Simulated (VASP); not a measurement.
All values below come from LDA (Ceperley-Alder, Perdew-Zunger), VASP's LDA PAW potentials (set 64) (plane waves; VASP).

VASP ran on this input.

File POSCAR:
```
CaO
1
   -0.0000000000     2.2350253194     2.2350253194
    2.2350253194     0.0000000000     2.2350253194
    2.2350253194     2.2350253194    -0.0000000000
Ca O
1 1
Direct
  0.0000000000   0.0000000000   0.0000000000
  0.5000000000   0.5000000000   0.5000000000
```

File KPOINTS:
```
kpoints
0
Gamma
10 10 10
0 0 0
```

**INCAR**
```
NELM = 100
LREAL = F   # projection in real space or not
ALGO = Normal   # blocked Davidson
LASPH = T   # aspherical one-centre terms
EDIFFG = -0.02
NSW = 40   # most ionic steps
IBRION = 2
LWAVE = F
PREC = Accurate
PSTRESS = 300   # kbar
LCHARG = F
SYSTEM = CaO
ISMEAR = 0
SIGMA = 0.05   # width (eV)
EDIFF = 1E-6
ENCUT = 620   # plane-wave cut-off (eV)
ISIF = 3
```

POTCAR, in this order: Ca_sv O (LDA.64 set). Program: vasp_std.

What VASP printed:

OSZICAR:
```
       N       E                     dE             d eps       ncg     rms          rms(c)
DAV:   1     0.145819802213E+03    0.14582E+03   -0.99120E+03  1128   0.162E+03
DAV:   2    -0.879533600457E+01   -0.15462E+03   -0.14539E+03  1284   0.375E+02
DAV:   3    -0.155169986321E+02   -0.67217E+01   -0.66694E+01  1408   0.808E+01
DAV:   4    -0.157228450805E+02   -0.20585E+00   -0.20555E+00  1568   0.128E+01
DAV:   5    -0.157273985036E+02   -0.45534E-02   -0.45533E-02  1408   0.165E+00    0.869E+00
DAV:   6    -0.139978191359E+02    0.17296E+01   -0.79968E+00  1324   0.285E+01    0.335E+00
DAV:   7    -0.139333838468E+02    0.64435E-01   -0.62193E-01  1480   0.849E+00    0.168E+00
DAV:   8    -0.139030914026E+02    0.30292E-01   -0.74252E-02  1420   0.324E+00    0.359E-01
DAV:   9    -0.139007224096E+02    0.23690E-02   -0.15342E-02  1352   0.123E+00    0.111E-01
DAV:  10    -0.139007853980E+02   -0.62988E-04   -0.14046E-03  1292   0.393E-01    0.353E-02
DAV:  11    -0.139008279535E+02   -0.42556E-04   -0.18053E-04  1676   0.119E-01    0.373E-02
DAV:  12    -0.139008015307E+02    0.26423E-04   -0.95607E-05  1340   0.111E-01    0.157E-03
DAV:  13    -0.139008021113E+02   -0.58065E-06   -0.62337E-06  1400   0.261E-02
   1 F= -.97197266E+01 E0= -.97197266E+01  d E =-.971973E+01
```

### OUTCAR
```
------------------------ aborting loop because EDIFF is reached ----------------------------------------
  FORCE on cell =-STRESS in cart. coord.  units (eV):
  Direction    XX          YY          ZZ          XY          YZ          ZX
  --------------------------------------------------------------------------------------
  Total        4.1557105      4.1557105      4.1557105     -0.0000000     -0.0000000      0.0000000
  in kB      298.1800145    298.1800145    298.1800145     -0.0000000     -0.0000000      0.0000000
  external PRESSURE =      -1.8199855 kB  Pullay stress =     300.0000000 kB
  volume of cell :       22.33
      direct lattice vectors                 reciprocal lattice vectors
     0.000000000  2.235025319  2.235025319    -0.223711112  0.223711112  0.223711112
     2.235025319  0.000000000  2.235025319     0.223711112 -0.223711112  0.223711112
     2.235025319  2.235025319  0.000000000     0.223711112  0.223711112 -0.223711112
  FREE ENERGIE OF THE ION-ELECTRON SYSTEM (eV)
  ---------------------------------------------------
  free  energy   TOTEN  =       -13.9008021113 eV

  energy  without entropy=      -13.9008021113  energy(sigma->0) =      -13.90080211
  enthalpy is  TOTEN    =        -9.7197266092 eV   P V=        4.1810755021

 reached required accuracy - stopping structural energy minimisation
```
(Selected blocks of OUTCAR.)

The compound is CaO in the rock salt structure. It was relaxed first under an external pressure of 30 GPa.
